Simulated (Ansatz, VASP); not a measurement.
## ZnCdSO in two plane-wave programs

One calculation is typed for both programs; each brings its own data sets and cutoff. How far apart do they land? The cell is invented: As first built, before any earlier steps moved the atoms (in the runner's words): it takes the ZnCdSeS structure with some of its atoms replaced by other elements, volume scaled by an estimate. It may not be a known or stable phase. The cell is taken from a series of VASP runs on this material, whose earlier steps may have relaxed, scaled or displaced it; both programs get it as it stands.

Main program and level: Ansatz 0.2.0; plane waves, with VASP 6.6.1 beside it; band structure at HSE06.

## Step 1: Starting point

It takes space group P3m1 (No. 156, trigonal). Conventional cell: a = 3.736 Å, b = 3.736 Å, c = 5.955 Å, α = 90.00°, β = 90.00°, γ = 120.00°. Nearest to Cd lie 3 O at 2.25 Å and 1 S at 2.56 Å. Nearest to Zn lie 1 O at 1.96 Å and 3 S at 2.30 Å. S has 3 Zn at 2.30 Å and 1 Cd at 2.56 Å nearest. O has 1 Zn at 1.96 Å and 3 Cd at 2.25 Å nearest. As first built, before any earlier steps moved the atoms (in the runner's words): sites of the ZnCdSeS structure (space group 156) filled with other elements, volume scaled by an estimate. Farther neighbours and most contacts between anions are not listed.

## Step 2: VASP: band structure, HSE06

The same path points are solved in both programs, so levels can be compared one by one.

Lines of VASP's logs that name or quote its potential files are left out, and so is its time.

The run reads the wave functions of an earlier VASP run, which isn't shown here.

Input file INCAR:

```
SYSTEM = ZnCdSO
PREC = Accurate
ENCUT = 520
EDIFF = 1E-06
NELM = 100
ISMEAR = 0
SIGMA = 0.05
LREAL = .FALSE.
ALGO = Normal
LHFCALC = .TRUE.
AEXX = 0.25
GGA = PE
HFSCREEN = 0.2
LASPH = .TRUE.
NBANDS = 24
PRECFOCK = Fast
LORBIT = 11
LWAVE = .FALSE.
LCHARG = .FALSE.
KPAR = 2
```

Input file POSCAR:

```
ZnCdSO
1.0
    3.7355713009      0.0000000000      0.0000000000
   -1.8677856505      3.2350998977      0.0000000000
    0.0000000000      0.0000000000      5.9552773176
Cd Zn S O
1 1 1 1
Direct
    0.0000000000      0.0000000000      0.4654295487
    0.3333333300      0.6666666700      0.0314759406
    0.0000000000      0.0000000000      0.8949359676
    0.3333333300      0.6666666700      0.3601585432
```

Input file KPOINTS:

```
Automatic mesh
0
Gamma
4 4 3
0 0 0
```

Input file KPOINTS_OPT:

```
Line mode
6
Line-mode
Reciprocal
  0.00000000   0.00000000   0.00000000 GAMMA
  0.50000000   0.00000000   0.00000000 M

  0.50000000   0.00000000   0.00000000 M
  0.33333333   0.33333333   0.00000000 K

  0.33333333   0.33333333   0.00000000 K
  0.00000000   0.00000000   0.00000000 GAMMA

  0.00000000   0.00000000   0.00000000 GAMMA
  0.00000000   0.00000000   0.50000000 A

  0.00000000   0.00000000   0.50000000 A
  0.50000000   0.00000000   0.50000000 L

  0.50000000   0.00000000   0.50000000 L
  0.33333333   0.33333333   0.50000000 H

  0.33333333   0.33333333   0.50000000 H
  0.00000000   0.00000000   0.50000000 A

  0.50000000   0.00000000   0.50000000 L
  0.50000000   0.00000000   0.00000000 M

  0.33333333   0.33333333   0.00000000 K
  0.33333333   0.33333333   0.50000000 H
```

Potentials, in the order of the species: Cd, Zn, S and O (PBE family, release 64).

Command:

```
> mpirun -np 2 vasp_std
```

Numbers of over 12 decimals in the logs are rounded to 6 here.

Log:

```text
[banner, memory and clock lines left out]
running    2 mpi-ranks, on    1 nodes
 distrk:  each k-point on    1 cores,    2 groups
 distr:  one band on    1 cores,    1 groups

 POSCAR found type information on POSCAR CdZnS O
 POSCAR found :  4 types and       4 ions
 LDA part: xc-table for (Slater+PW92), standard interpolation
 found WAVECAR, reading the header
 POSCAR, INCAR and KPOINTS ok, starting setup
 FFT: planning ... GRIDC
 FFT: planning ... GRID_SOFT
 FFT: planning ... GRID
 reading WAVECAR
 the WAVECAR file was read successfully
 initial charge from wavefunction
 entering main loop
       N       E                     dE             d eps       ncg     rms          rms(c)
DAV:   1    -0.184916210764E+02   -0.18492E+02   -0.10912E+00   496   0.271E+01    0.221E+00
DAV:   2    -0.184765123548E+02    0.15109E-01   -0.33276E-01   536   0.123E+01    0.124E+00
DAV:   3    -0.184770041276E+02   -0.49177E-03   -0.42825E-02   528   0.272E+00    0.788E-01
DAV:   4    -0.184766168240E+02    0.38730E-03   -0.36432E-03   536   0.686E-01    0.450E-01
DAV:   5    -0.184764186867E+02    0.19814E-03   -0.77588E-04   528   0.239E-01    0.260E-01
DAV:   6    -0.184763480988E+02    0.70588E-04   -0.65622E-05   512   0.927E-02    0.154E-01
DAV:   7    -0.184763260348E+02    0.22064E-04   -0.32214E-05   496   0.453E-02    0.899E-02
DAV:   8    -0.184763201510E+02    0.58839E-05   -0.86399E-06   488   0.246E-02    0.522E-02
DAV:   9    -0.184763178323E+02    0.23186E-05   -0.24441E-06   472   0.131E-02    0.302E-02
DAV:  10    -0.184763170829E+02    0.74940E-06   -0.62181E-07   288   0.624E-03
   1 F= -.18476317E+02 E0= -.18476317E+02  d E =-.148195E-16
 Start KPOINTS_OPT (optional k-point list driver)
k-point batch [1-9\54]
       N       E                     dE             ncg
DAV:   1     0.105246670144E+04   -0.58719E+04      432
DAV:   2    -0.171487966716E+04   -0.27673E+04      488
DAV:   3    -0.196376599448E+04   -0.24889E+03      504
DAV:   4    -0.197047259349E+04   -0.67066E+01      544
DAV:   5    -0.197055186883E+04   -0.79275E-01      528
DAV:   6    -0.197055321256E+04   -0.13437E-02      504
DAV:   7    -0.197055324393E+04   -0.31368E-04      504
DAV:   8    -0.197055324485E+04   -0.91711E-06      376
[...]
k-point batch [46-54\54]
       N       E                     dE             ncg
DAV:   1     0.102586695836E+04   -0.10540E+05      432
DAV:   2    -0.175916978257E+04   -0.27850E+04      464
DAV:   3    -0.200916734149E+04   -0.25000E+03      536
DAV:   4    -0.201618999496E+04   -0.70227E+01      512
DAV:   5    -0.201626820736E+04   -0.78212E-01      528
DAV:   6    -0.201626943754E+04   -0.12302E-02      504
DAV:   7    -0.201626946283E+04   -0.25291E-04      504
DAV:   8    -0.201626946351E+04   -0.67927E-06      360
```

From OUTCAR (step 2):

```text
ion  position               nearest neighbor table
   1  0.000  0.000  0.465-   4 2.25   4 2.25   4 2.25   3 2.56   2 3.37   2 3.37   2 3.37
   2  0.333  0.667  0.031-   4 1.96   3 2.30   3 2.30   3 2.30   1 3.37   1 3.37   1 3.37
   3  0.000  0.000  0.895-   2 2.30   2 2.30   2 2.30   1 2.56
   4  0.333  0.667  0.360-   2 1.96   1 2.25   1 2.25   1 2.25

  LATTYP: Found a hexagonal cell.
 ALAT       =     3.7355713009
 C/A-ratio  =     1.5942079104

 Subroutine GETGRP returns: Found  6 space group operations
 (whereof  6 operations were pure point group operations)

The static configuration has the point symmetry C_3v.

 Found      9 irreducible k-points:

   k-points           NKPTS =      9   k-points in BZ     NKDIM =     48   number of bands    NBANDS=     24

   dimension x,y,z NGX =    28 NGY =   28 NGZ =   48
   dimension x,y,z NGXF=    56 NGYF=   56 NGZF=   96

   ENCUT  =  520.0 eV  38.22 Ry    6.18 a.u.   6.95  6.95 11.07*2*pi/ulx,y,z

   NELECT =      36.0000    total number of electrons

 k-points in reciprocal lattice and weights: Automatic mesh
   0.00000000  0.00000000  0.00000000       0.021
   0.25000000 -0.00000000  0.00000000       0.125
   0.50000000 -0.00000000  0.00000000       0.062
   0.25000000  0.25000000  0.00000000       0.125
   0.00000000  0.00000000  0.33333333       0.042
   0.25000000 -0.00000000  0.33333333       0.125
   0.00000000  0.25000000  0.33333333       0.125
   0.50000000 -0.00000000  0.33333333       0.125
   0.25000000  0.25000000  0.33333333       0.250

  exchange ACFDT corr.  =         0.00000000  see jH, gK, PRB 81, 115126

 average (electrostatic) potential at core
       1 -32.3066       2 -28.8274       3 -85.3851       4 -66.4621

 E-fermi :   1.0748

 k-point     1 :       0.0000    0.0000    0.0000
  band No.  band energies     occupation
    ...
     14      -0.6783      2.00000
     15      -0.6783      2.00000
     16       0.1895      2.00000
     17       0.7919      2.00000
     18       0.7919      2.00000
     19       2.1885      0.00000
     20       5.9868      0.00000
     21       9.5281      0.00000
     22       9.5281      0.00000
     23      10.1295      0.00000
    ...

 k-point     2 :       0.2500   -0.0000    0.0000
  band No.  band energies     occupation
    ...
     14      -2.3247      2.00000
     15      -1.4647      2.00000
     16      -1.2532      2.00000
     17      -0.2006      2.00000
     18       0.2439      2.00000
     19       4.1107      0.00000
     20       7.1177      0.00000
     21       8.6699      0.00000
     22       9.7024      0.00000
     23      10.8721      0.00000
    ...

 k-point     3 :       0.5000   -0.0000    0.0000
  band No.  band energies     occupation
    ...
     14      -3.1098      2.00000
     15      -2.4034      2.00000
     16      -1.8290      2.00000
     17      -0.9956      2.00000
     18      -0.2265      2.00000
     19       6.1684      0.00000
     20       6.4892      0.00000
     21       7.3764      0.00000
     22       8.3598      0.00000
     23      10.8639      0.00000
    ...

  energy-cutoff  :      520.00
  volume of cell :       71.97
      direct lattice vectors                 reciprocal lattice vectors
     3.735571301  0.000000000  0.000000000     0.267696671  0.154554733  0.000000000
    -1.867785650  3.235099898  0.000000000     0.000000000  0.309109465  0.000000000
     0.000000000  0.000000000  5.955277318     0.000000000  0.000000000  0.167918293

 POSITION                                       TOTAL-FORCE (eV/Angst)
 -----------------------------------------------------------------------------------
      0.00000      0.00000      2.77176        -0.000000      0.000000      0.026720
     -0.00000      2.15673      0.18745        -0.000000      0.000000      0.003742
      0.00000      0.00000      5.32959        -0.000000      0.000000     -0.127918
     -0.00000      2.15673      2.14484         0.000000     -0.000000      0.097456
 -----------------------------------------------------------------------------------
    total drift:                                0.000017     -0.000020      0.000423

  FREE ENERGIE OF THE ION-ELECTRON SYSTEM (eV)
  ---------------------------------------------------
  free  energy   TOTEN  =       -18.4763170829 eV

  energy  without entropy=      -18.4763170829  energy(sigma->0) =      -18.47631708

 total charge
# of ion       s       p       d       tot
------------------------------------------
    1        0.330   0.265   9.651  10.246
    2        0.487   0.512   9.872  10.871
    3        1.307   2.484   0.000   3.791
    4        1.557   3.425   0.000   4.982
--------------------------------------------------
tot          3.680   6.686  19.523  29.889

[... 3 further parts left out ...]
```

(Continued in part 2 of 2.)

[Lines on the potential files, build, host, timing and source positions are cut from VASP's logs without a mark.]

[Logs are printed without paths, hosts, clocks, repeated set-up lines and the standing remarks that a program may print on its own settings, such as how far it seeks lower states.]

[Hosts, paths, dates, database ids (printed as entryN), source tags and the programs' standing remarks are cut or masked in the printed files.]
